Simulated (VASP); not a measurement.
```
CELL_PARAMETERS angstrom
      0.00000     2.28646     2.28646
      2.28646     0.00000     2.28646
      2.28646     2.28646     0.00000
ATOMIC_POSITIONS crystal
  Ga 0.00000 0.00000 0.00000
  N  0.25000 0.25000 0.25000
```

The numbers are results of revPBE GGA, VASP's PBE PAW potentials (set 64) (plane waves; VASP 6.6.1), not measurements. Run with 520 eV cut-off, 10×10×10 Γ-centred mesh, Gaussian smearing of 0.050 eV, potentials Ga_d N.

Question: The job: GaN (zinc blende), 2 atoms, revPBE, static run, 520 eV, 10×10×10 Γ-centred mesh. Roughly how much core time does it take on a busy server core?

Answer: About 9 core-seconds (one run on a shared machine, a rough figure). It had 47 irreducible k-points, 13 bands, up to 656 plane waves and 14 electronic steps.

The compound is GaN in the zinc blende structure, a metastable form; wurtzite is the usual one. It was relaxed first.
